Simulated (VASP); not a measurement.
Here is the system:

```yaml
crystal:
  lattice:
    - [0.00000, 3.20733, 3.20733]
    - [3.20733, 0.00000, 3.20733]
    - [12.83483, 12.83483, -0.00551]
  atoms:
    - { symbol: In, position: [0.01402, 0.01402, 0.98949] }
    - { symbol: In, position: [0.00513, 0.00513, 0.24615] }
    - { symbol: In, position: [0.99573, 0.99573, 0.50320] }
    - { symbol: In, position: [0.98578, 0.98578, 0.76066] }
    - { symbol: Sb, position: [0.25832, 0.25832, 0.05626] }
    - { symbol: Sb, position: [0.24925, 0.24925, 0.31307] }
    - { symbol: Sb, position: [0.24026, 0.24026, 0.56980] }
    - { symbol: As, position: [0.25152, 0.25152, 0.81136] }
```

Calculation: PBEsol GGA, VASP's PBE PAW potentials (set 64) (plane waves; VASP 6.6.1). Settings: 400 eV cut-off, 9×9×3 Γ-centred mesh, tetrahedra with Blöchl corrections, potentials In_d Sb As.

Unless said otherwise, spin-orbit coupling is left out, though it shifts the bands of the heavy elements here.

Question: Estimate the energy per atom (σ→0), band gap (on the k-mesh) with the smallest direct gap where there is one.

Answer: 
```json
{
 "band gap (on the k-mesh)": "none (metal, semimetal or under 0.01 eV)",
 "energy per atom (σ→0)": "-3931 meV/atom"
}
```

The absolute energy has meaning only against runs of the same code, potentials and settings.

The structure was generated: In4AsSb3 was put into an ordered model structure (R3m), which need not be its known phase. It was relaxed first.
